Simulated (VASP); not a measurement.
Output of a VASP run:

**OSZICAR**
```
       N       E                     dE             d eps       ncg     rms          rms(c)
DAV:   1     0.150942688304E+02    0.15094E+02   -0.37790E+03   584   0.843E+02
DAV:   2    -0.184855410513E+02   -0.33580E+02   -0.32506E+02   768   0.110E+02
DAV:   3    -0.196205279767E+02   -0.11350E+01   -0.11350E+01   616   0.283E+01
DAV:   4    -0.196275728350E+02   -0.70449E-02   -0.70449E-02   960   0.249E+00
DAV:   5    -0.196275878932E+02   -0.15058E-04   -0.15058E-04   656   0.784E-02    0.459E+00
DAV:   6    -0.176155459895E+02    0.20120E+01   -0.12263E+00   592   0.768E+00    0.393E+00
DAV:   7    -0.177572163455E+02   -0.14167E+00   -0.33855E-01   560   0.540E+00    0.240E+00
DAV:   8    -0.178148113142E+02   -0.57595E-01   -0.30282E-01   576   0.566E+00    0.116E+00
DAV:   9    -0.176523582773E+02    0.16245E+00   -0.22781E-01   560   0.482E+00    0.704E-01
DAV:  10    -0.179210327602E+02   -0.26867E+00   -0.17346E-01   560   0.507E+00    0.996E-02
DAV:  11    -0.179219886779E+02   -0.95592E-03   -0.22945E-03   760   0.730E-01    0.613E-02
DAV:  12    -0.179217879893E+02    0.20069E-03   -0.19017E-04   608   0.224E-01    0.618E-02
DAV:  13    -0.179215485198E+02    0.23947E-03   -0.92476E-04   632   0.261E-01    0.527E-02
DAV:  14    -0.179222822696E+02   -0.73375E-03   -0.49453E-04   576   0.364E-01    0.869E-02
DAV:  15    -0.179221929247E+02    0.89345E-04   -0.18321E-05   624   0.575E-02    0.721E-02
DAV:  16    -0.179221539866E+02    0.38938E-04   -0.18093E-05   576   0.428E-02    0.397E-02
DAV:  17    -0.179221435339E+02    0.10453E-04   -0.34908E-06   680   0.198E-02    0.217E-02
DAV:  18    -0.179221469037E+02   -0.33698E-05   -0.23145E-07   600   0.724E-03    0.171E-02
DAV:  19    -0.179221453238E+02    0.15800E-05   -0.11098E-06   576   0.190E-02    0.117E-02
DAV:  20    -0.179221449627E+02    0.36104E-06   -0.63725E-07   568   0.139E-02    0.564E-03
DAV:  21    -0.179221446576E+02    0.30511E-06   -0.24837E-07   576   0.887E-03    0.471E-03
DAV:  22    -0.179221450779E+02   -0.42033E-06   -0.18608E-08   352   0.241E-03    0.257E-03
DAV:  23    -0.179221453291E+02   -0.25114E-06   -0.16401E-08   320   0.208E-03    0.126E-03
DAV:  24    -0.179221450682E+02    0.26088E-06   -0.70768E-09   304   0.138E-03    0.320E-04
DAV:  25    -0.179221451018E+02   -0.33588E-07   -0.14548E-09   304   0.618E-04
   1 F= -.17922145E+02 E0= -.17922145E+02  d E =-.122884E-16
```

File OUTCAR:
```
------------------------ aborting loop because EDIFF is reached ----------------------------------------
  FORCE on cell =-STRESS in cart. coord.  units (eV):
  Direction    XX          YY          ZZ          XY          YZ          ZX
  --------------------------------------------------------------------------------------
  Total       -0.9725260     -0.9725260     -0.9725260     -0.0000000      0.0000000      0.0000000
  in kB      -42.2192990    -42.2192990    -42.2192990     -0.0000000      0.0000000      0.0000000
  external PRESSURE =     -42.2192990 kB  Pullay stress =       0.0000000 kB
  volume of cell :       36.91
      direct lattice vectors                 reciprocal lattice vectors
     0.000000000  2.642552331  2.642552331    -0.189211012  0.189211012  0.189211012
     2.642552331  0.000000000  2.642552331     0.189211012 -0.189211012  0.189211012
     2.642552331  2.642552331  0.000000000     0.189211012  0.189211012 -0.189211012
 POSITION                                       TOTAL-FORCE (eV/Angst)
 -----------------------------------------------------------------------------------
      0.00000      0.00000      0.00000         0.000000      0.000000     -0.000000
      2.64255      2.64255      2.64255        -0.000000     -0.000000      0.000000
 -----------------------------------------------------------------------------------
    total drift:                                0.000000      0.000000      0.000000
  FREE ENERGIE OF THE ION-ELECTRON SYSTEM (eV)
  ---------------------------------------------------
  free  energy   TOTEN  =       -17.9221451018 eV

  energy  without entropy=      -17.9221451018  energy(sigma->0) =      -17.92214510
```
(Selected blocks of OUTCAR.)

**POSCAR**
```
MgS
1
    0.0000000000     2.6425523308     2.6425523308
    2.6425523308     0.0000000000     2.6425523308
    2.6425523308     2.6425523308     0.0000000000
Mg S
1 1
Direct
  0.0000000000   0.0000000000   0.0000000000
  0.5000000000   0.5000000000   0.5000000000
```

Question: Write an INCAR and KPOINTS that could have produced this output.

Answer: One answer among several that fit: the input of the run itself, SCAN meta-GGA, plane waves, VASP's PBE PAW potentials (set 64).

INCAR:
```
SYSTEM = MgS
PREC = Accurate; ENCUT = 520; LREAL = .False.
LASPH = .True.
EDIFF = 1E-7; NELM = 100; ALGO = Normal
LMIXTAU = .True.
ISMEAR = 0; SIGMA = 0.05
METAGGA = SCAN
ISIF = 2
LWAVE = .False.; LCHARG = .False.
```

### KPOINTS
```
K-points
0
gamma
9 9 9
0 0 0
```

POTCAR, in this order: Mg S (PBE.64 set). Program: vasp_std.

The compound is MgS in the rock salt structure. This cell is one point of a volume scan, at 1.06 of the reference volume.
